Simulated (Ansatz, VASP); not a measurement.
**K8Na8Al6Si15O47 in two plane-wave programs**

Aim: how closely do two programs agree when they are given the same cell, functional and k mesh? The structure shown is frame 83 of Ansatz's trajectory.

Method: plane waves, with VASP 6.6.1 beside it; single point at PBEsol, in Ansatz 0.2.0.

### 1. The starting structure

The cell holds 84 atoms: 15 Si, 6 Al, 8 Na, 8 K and 47 O. Its edges and angles: a = 10.534 Å, b = 10.534 Å, c = 10.534 Å, α = 90.0°, β = 90.0°, γ = 90.0°. As first built, before any earlier steps moved the atoms (in the runner's words): 84 atoms (15 Si, 6 Al, 8 Na, 8 K, 47 O) placed at random at 2.53 g/cm^3, melted at 4000 K for 10 ps at fixed volume with the Morse and Coulomb pair potential with partial charges (Pedone, Malavasi, Menziani, Cormack and Segre, J. Phys. Chem. B 110, 11780 (2006)). Quenched from 4000 K to 300 K at 30 K/ps and fixed volume, held 10 ps at zero pressure.

### 2. Ansatz: dynamics, PBEsol

Ansatz runs on its default PAW (the set named soft_2) files.

One frame of this run of dynamics is then solved in both programs, so the motion causes no difference.

File input.yaml:

```yaml
crystal:
  lattice:
    - [10.53397, 0.0, 0.0]
    - [0.0, 10.53397, 0.0]
    - [0.0, 0.0, 10.53397]
  atoms:
    - { symbol: Si, position: [0.74929, 0.85349, 0.48258] }
    - { symbol: Si, position: [0.60174, 0.52035, 0.30415] }
    - { symbol: Si, position: [0.14741, 0.91141, 0.78771] }
    - { symbol: Si, position: [0.16019, 0.15241, 0.61261] }
    - { symbol: Si, position: [0.33345, 0.68705, 0.77446] }
    - { symbol: Si, position: [0.96903, 0.59374, 0.10905] }
    - { symbol: Si, position: [0.23088, 0.53775, 0.00721] }
    - { symbol: Si, position: [0.33407, 0.14925, 0.37701] }
    - { symbol: Si, position: [0.31704, 0.59193, 0.28812] }
    - { symbol: Si, position: [0.76316, 0.75684, 0.20065] }
    - { symbol: Si, position: [0.0659, 0.47628, 0.3771] }
    - { symbol: Si, position: [0.72198, 0.33272, 0.50804] }
    - { symbol: Si, position: [0.84556, 0.16986, 0.8756] }
    - { symbol: Si, position: [0.82757, 0.43285, 0.77115] }
    - { symbol: Si, position: [0.50122, 0.27614, 0.16762] }
    - { symbol: Al, position: [0.08295, 0.33373, 0.84792] }
    - { symbol: Al, position: [0.84484, 0.93945, 0.7063] }
    - { symbol: Al, position: [0.54824, 0.91459, 0.80569] }
    - { symbol: Al, position: [0.95837, 0.1821, 0.40605] }
    - { symbol: Al, position: [0.64831, 0.0096, 0.052] }
    - { symbol: Al, position: [0.56535, 0.09242, 0.54602] }
    - { symbol: Na, position: [0.17767, 0.49832, 0.63375] }
    - { symbol: Na, position: [0.56141, 0.2358, 0.84607] }
    - { symbol: Na, position: [0.01328, 0.68281, 0.69231] }
    - { symbol: Na, position: [0.74712, 0.09003, 0.28976] }
    - { symbol: Na, position: [0.57463, 0.63649, 0.65395] }
    - { symbol: Na, position: [0.41376, 0.40546, 0.52979] }
    - { symbol: Na, position: [0.80812, 0.61604, 0.55693] }
    - { symbol: Na, position: [0.79768, 0.71992, 0.91564] }
    - { symbol: K, position: [0.1207, 0.21506, 0.12755] }
    - { symbol: K, position: [0.42335, 0.81289, 0.48279] }
    - { symbol: K, position: [0.59349, 0.5246, 0.96948] }
    - { symbol: K, position: [0.83781, 0.29609, 0.16781] }
    - { symbol: K, position: [0.32798, 0.92772, 0.11949] }
    - { symbol: K, position: [0.02426, 0.94051, 0.07788] }
    - { symbol: K, position: [0.33691, 0.14919, 0.85079] }
    - { symbol: K, position: [0.08041, 0.878, 0.3844] }
    - { symbol: O, position: [0.36143, 0.58201, 0.67786] }
    - { symbol: O, position: [0.65049, 0.74755, 0.52189] }
    - { symbol: O, position: [0.59539, 0.25488, 0.54268] }
    - { symbol: O, position: [0.44448, 0.7859, 0.77818] }
    - { symbol: O, position: [0.86925, 0.84319, 0.57877] }
    - { symbol: O, position: [0.04539, 0.32689, 0.36401] }
    - { symbol: O, position: [0.83479, 0.09727, 0.73876] }
    - { symbol: O, position: [0.20346, 0.95164, 0.91328] }
    - { symbol: O, position: [0.01012, 0.54659, 0.49324] }
    - { symbol: O, position: [0.53707, 0.98753, 0.94699] }
    - { symbol: O, position: [0.69703, 0.85193, 0.1086] }
    - { symbol: O, position: [0.68255, 0.62755, 0.23248] }
    - { symbol: O, position: [0.31112, 0.61654, 0.90705] }
    - { symbol: O, position: [0.15539, 0.26182, 0.71587] }
    - { symbol: O, position: [0.98446, 0.20613, 0.9144] }
    - { symbol: O, position: [0.70428, 0.87144, 0.7842] }
    - { symbol: O, position: [0.00935, 0.52924, 0.24751] }
    - { symbol: O, position: [0.66073, 0.46267, 0.42943] }
    - { symbol: O, position: [0.77496, 0.82588, 0.33811] }
    - { symbol: O, position: [0.45922, 0.06687, 0.41579] }
    - { symbol: O, position: [0.22132, 0.50914, 0.3799] }
    - { symbol: O, position: [0.46477, 0.55905, 0.33769] }
    - { symbol: O, position: [0.45256, 0.31271, 0.02849] }
    - { symbol: O, position: [0.80713, 0.25023, 0.41369] }
    - { symbol: O, position: [0.09444, 0.61393, 0.02818] }
    - { symbol: O, position: [0.03064, 0.14114, 0.54102] }
    - { symbol: O, position: [0.38699, 0.26019, 0.27661] }
    - { symbol: O, position: [0.19625, 0.76037, 0.74625] }
    - { symbol: O, position: [0.77139, 0.31483, 0.85163] }
    - { symbol: O, position: [0.27125, 0.19024, 0.51085] }
    - { symbol: O, position: [0.87151, 0.50966, 0.0435] }
    - { symbol: O, position: [0.58781, 0.39366, 0.21275] }
    - { symbol: O, position: [0.59061, 0.14884, 0.1628] }
    - { symbol: O, position: [0.97507, 0.43924, 0.79063] }
    - { symbol: O, position: [0.99583, 0.89886, 0.78851] }
    - { symbol: O, position: [0.94076, 0.07797, 0.2837] }
    - { symbol: O, position: [0.69531, 0.99762, 0.5098] }
    - { symbol: O, position: [0.51167, 0.03265, 0.68933] }
    - { symbol: O, position: [0.23763, 0.06453, 0.30135] }
    - { symbol: O, position: [0.29956, 0.53883, 0.14217] }
    - { symbol: O, position: [0.9005, 0.72364, 0.14258] }
    - { symbol: O, position: [0.79954, 0.37911, 0.62472] }
    - { symbol: O, position: [0.77378, 0.09902, 0.98106] }
    - { symbol: O, position: [0.76315, 0.56606, 0.76969] }
    - { symbol: O, position: [0.18619, 0.40238, 0.95212] }
    - { symbol: O, position: [0.18438, 0.01603, 0.67904] }
    - { symbol: O, position: [0.28689, 0.7363, 0.28885] }
kpoints:
  mp_grid: { grid: [1, 1, 1] }
hamiltonian:
  xc: pbesol
scf:
  occupations: { method: fermi_dirac, width: 0.05 }
output:
  forces: true
md:
  timestep: 1.0
  n_steps: 250
  ensemble: nvt_nose_hoover
  temperature: 900
  initial_velocities: maxwell_boltzmann
  seed: 2184
```

Command:

```bash
$ ansatz run input.yaml --threads 4 --pin off --max-ram 8192MiB --backend cpu --events-out ev --progress --plain --runs-dir out
```

Numbers of over 12 decimals in the logs are rounded to 6 here.

What it wrote:

```text
Warning: md: disabling space-group detection — thermal motion breaks the input geometry's symmetry, so no spatial operation reduces the k-mesh or symmetrises the density; time reversal is kept, so that k and −k are solved as one point where they differ and the mesh holds both, and exact exchange and, on two spinor components, a DFT+U term hold to it where the run has them: on two components no moment then forms, and  [...]
Engine: ansatz 0.2.0, x86_64-unknown-linux-gnu
Pseudopotentials: kind: paw
Pseudopotential: Si, paw, valence charge 4, recommended cutoff 420 eV (normal), Si.paw.azcp
Pseudopotential: Al, paw, valence charge 3, recommended cutoff 420 eV (normal), Al.paw.azcp
Pseudopotential: Na, paw, valence charge 9, recommended cutoff 420 eV (normal), Na.paw.azcp
Pseudopotential: K, paw, valence charge 9, recommended cutoff 420 eV (normal), K.paw.azcp
Pseudopotential: O, paw, valence charge 6, recommended cutoff 420 eV (normal), O.paw.azcp
Functional definition: PBEsol
  exchange = pbesol_x
  correlation = pbesol_c
Crystal: 84 atoms, lattice volume = 1168.897 Å³
Basis set: ecut = 420 eV, 22887 PW (Γ), exchange–correlation on 144×144×144 points (8 copies of the dense FFT grid, shifted against one another)
Bands: 336, of which v1, the nominal top of the filled ones, is band 252 counted from 1 (251 counted from 0)
Symmetry: 1 space group operations
k-points: 1
Non-local potential: Si, projectors of the file, l = 0: 2, l = 1: 2, l = 2: 2
Non-local potential: Al, projectors of the file, l = 0: 2, l = 1: 2, l = 2: 1
Non-local potential: Na, projectors of the file, l = 0: 3, l = 1: 2, l = 2: 1
Non-local potential: K, projectors of the file, l = 0: 3, l = 1: 2, l = 2: 2
Non-local potential: O, projectors of the file, l = 0: 2, l = 1: 2, l = 2: 1
PAW form: soft (Blöchl's): semilocal exchange-correlation on the pseudo side does not see the compensation charge
PAW frozen core: Si, regenerated for the run's functional, and the local potential with it (the file was generated under x = pbe(κ = 0.804, μ = 0.219515), c = pbe(β = 0.066725))
PAW frozen core: Al, regenerated for the run's functional, and the local potential with it (the file was generated under x = pbe(κ = 0.804, μ = 0.219515), c = pbe(β = 0.066725))
PAW frozen core: Na, regenerated for the run's functional, and the local potential with it (the file was generated under x = pbe(κ = 0.804, μ = 0.219515), c = pbe(β = 0.066725))
PAW frozen core: K, regenerated for the run's functional, and the local potential with it (the file was generated under x = pbe(κ = 0.804, μ = 0.219515), c = pbe(β = 0.066725))
PAW frozen core: O, regenerated for the run's functional, and the local potential with it (the file was generated under x = pbe(κ = 0.804, μ = 0.219515), c = pbe(β = 0.066725))
PAW one-centre angular grid: Si, 110 points (default); XC on 64 Gauss nodes
PAW one-centre angular grid: Al, 110 points (default); XC on 64 Gauss nodes
PAW one-centre angular grid: Na, 110 points (default); XC on 64 Gauss nodes
PAW one-centre angular grid: K, 110 points (default); XC on 64 Gauss nodes
PAW one-centre angular grid: O, 110 points (default); XC on 64 Gauss nodes
Initial density: superposition of atomic densities (neutral atoms: chi_scale 0, normalization atom), corrected by the library's trained network
Initial wavefunctions: pseudopotential atomic-orbital guess
Functional: x = pbesol(κ = 0.804, μ = 0.123457), c = pbesol(β = 0.046)
SCF iter   1: F=—  HF=-62854.070610 eV  |F-HF|=—  |Δ(HF+E_count)|=         —  Δρ=1.08e-2  dr2=1.09e0  ethr=1.77e-3  ⟨swp⟩=5.0  Hψ=1398  notcnv=0  defer=74
preconditioner: auto → Resta (q_TF=auto, 2.371 Å⁻¹)  ε∞=3.0  [insulator: Δε(μ)=2.850 eV  Ē_g=16.884 eV  σ=0.050 eV  W_gap=1.00  n_scr=250 (ndim 8)  ℏωp=23.6 eV  f_vac=0.114  D(μ)=0.00/eV (n_scr^D=0)  ε∞_Penn≈3.0]
SCF iter   2: F=—  HF=-62853.758503 eV  |F-HF|=—  |Δ(HF+E_count)|=   3.12e-1  Δρ=2.09e-3  dr2=3.62e-2  ethr=2.16e-4  ⟨swp⟩=2.0  Hψ=573  notcnv=0  defer=80
SCF iter   3: F=—  HF=-62853.754985 eV  |F-HF|=—  |Δ(HF+E_count)|=   3.52e-3  Δρ=8.49e-4  dr2=9.99e-3  ethr=7.18e-6  ⟨swp⟩=2.0  Hψ=439  notcnv=0  defer=80
SCF iter   4: F=—  HF=-62853.756096 eV  |F-HF|=—  |Δ(HF+E_count)|=   1.11e-3  Δρ=5.39e-4  dr2=3.55e-3  ethr=1.98e-6  ⟨swp⟩=2.0  Hψ=430  notcnv=0  defer=80
SCF iter   5: F=—  HF=-62853.755894 eV  |F-HF|=—  |Δ(HF+E_count)|=   2.02e-4  Δρ=1.09e-4  dr2=2.29e-4  ethr=7.04e-7  ⟨swp⟩=2.0  Hψ=430  notcnv=0  defer=80
[...]
automatic band count: iteration 1 solves 292 bands in place of 336: the levels show a gap, and the empty bands left out lie too high to hold charge; the band table lists the bands solved (type scf.n_extra_bands for more)
md step   245: t =   245.00 fs  T =   918.1 K  F+E_penalty+E_count = -62851.01260830 eV  E_kin = 9.849476 eV  conserved = -62844.09245065 eV  (4 SCF iters)
[...]
md step   246: t =   246.00 fs  T =   928.3 K  F+E_penalty+E_count = -62851.12021250 eV  E_kin = 9.959753 eV  conserved = -62844.09255974 eV  (4 SCF iters)
[...]
md step   247: t =   247.00 fs  T =   940.5 K  F+E_penalty+E_count = -62851.24889225 eV  E_kin = 10.090494 eV  conserved = -62844.09320758 eV  (3 SCF iters)
[...]
md step   248: t =   248.00 fs  T =   953.7 K  F+E_penalty+E_count = -62851.38825427 eV  E_kin = 10.231395 eV  conserved = -62844.09428063 eV  (4 SCF iters)
[...]
md step   249: t =   249.00 fs  T =   966.2 K  F+E_penalty+E_count = -62851.52169949 eV  E_kin = 10.366076 eV  conserved = -62844.09553147 eV  (4 SCF iters)
[...]
md step   250: t =   250.00 fs  T =   976.4 K  F+E_penalty+E_count = -62851.63019059 eV  E_kin = 10.475739 eV  conserved = -62844.09668677 eV  (8 SCF iters)
SCF converged after 8 iterations
Free energy (F): -62851.630191 eV
Harris-Foulkes:  -62851.630191 eV  (|F-HF|=5.16e-8)
Internal energy: -62851.630191 eV  (E = F + TS)
E sigma→0 (E₀):  -62851.630191 eV
Fermi energy:    5.754041 eV
--- Per-component energies (eV) ---
  E_band       = -3471.628493
  E_kinetic    = 12159.230162
  E_local      = -37060.780507  (includes V_loc(G=0)·N_el)
  E_nonlocal   = 3732.239225
  E_hartree    = 13525.304443
  E_xc         = -5900.840609
  E_vxc        = -7037.097710  (∫ρ·V_xc dr)
  E_paw        = -25523.468299  (= ΣΔE_a)
  E_vpaw       = -2315.952099  (= ΣTr[D̂ρ^β])
  E_aug_tail   = 0.117648  (compensation charges beyond the density's cutoff)
  E_ewald      = -23786.979660
  E_core_change = 3.547407  (= ΣΔE_core)
  E_smearing   = -0.000000  (= −TS)
  E_closure    = 0.000000  (closes the sum)
  Σ components = -62851.630191   (vs F -62851.630191, Δ=0.00e0)
--- Forces (eV/Å), atoms counted from 1 ---
  atom   1  Si     1.20315924     0.09323738     2.07420072
  atom   2  Si     1.51223838    -2.56278044     0.09739136
  atom   3  Si     0.32078849    -0.15113137    -0.28134825
  atom   4  Si    -1.02170225    -2.22677306    -3.66133379
  atom   5  Si    -2.19626463    -3.10268883     0.57328104
  atom   6  Si    -0.53729179     1.62282925     3.65204668
  atom   7  Si    -0.58739586    -2.25332424     0.70917616
  atom   8  Si     1.19350853    -1.91792137     6.18585001
  atom   9  Si     0.93327887    -1.74008806     1.34962070
  atom  10  Si     1.46963557     1.24649088    -3.12879197
  atom  11  Si     0.80654563    -1.82794970    -1.94686186
  atom  12  Si    -3.96427859    -0.58211983     0.48630296
  atom  13  Si    -2.37606653    -0.68435784    -0.52059338
  atom  14  Si     0.24663906    -0.69129092     1.00989440
  atom  15  Si    -0.03417324    -1.68250999    -1.20309572
  atom  16  Al    -1.56481896    -0.06343631    -1.06969493
  atom  17  Al    -2.62930732     2.08228595     1.81697543
  atom  18  Al     1.44937882    -0.87038061    -0.24343976
  atom  19  Al    -1.87757083     0.14310944    -0.65018663
  atom  20  Al    -0.45271854     0.75924511     2.24827225
  atom  21  Al    -1.53091608     2.27035342    -1.08320678
  atom  22  Na    -1.28872187    -0.23595833    -0.29373435
  atom  23  Na     0.52265843    -0.33699392    -0.19776146
  atom  24  Na     0.58266922     0.26162076     0.81575106
[...]
atom  77  O      1.02494034    -0.32940089     2.22014899
  atom  78  O      1.13548784    -0.48543174    -0.99604953
  atom  79  O     -0.27259668     1.16987353    -0.69085153
  atom  80  O      0.63670469     1.06435265    -1.08780207
  atom  81  O      1.44107971    -0.82055620    -1.22982618
  atom  82  O      0.54969929     1.12399910     0.70336280
  atom  83  O     -0.40041077     0.81215040     1.69810250
  atom  84  O     -0.58845596     2.19481573    -0.15957426
  max |Σ_I F_I| component: 1.29e-4 eV/Å
--- MD trajectory: 250 steps, t = 0.0 → 250.0 fs ---
  final state: T = 976.4 K   F+E_penalty+E_count = -62851.63019059 eV   E_kin = 10.475739 eV
  conserved energy: peak-to-peak 1.267e-2 eV (1.509e-4 eV/atom) over 250.0 fs
```

In the SCF lines HF is the Harris–Foulkes energy and dr2 the Hartree energy of the density residual, in eV; the loop may stop once dr2 is under the threshold and the program's other checks hold. Hψ counts applications of the Hamiltonian.

(Part 1 of 2 ends here.)

[Lines on the potential files, build, host, timing and source positions are cut from VASP's logs without a mark.]

[Logs are printed without paths, hosts, clocks, repeated set-up lines and the standing remarks that a program may print on its own settings, such as how far it seeks lower states.]

[Hosts, paths, dates, database ids (printed as entryN), source tags and the programs' standing remarks are cut or masked in the printed files.]
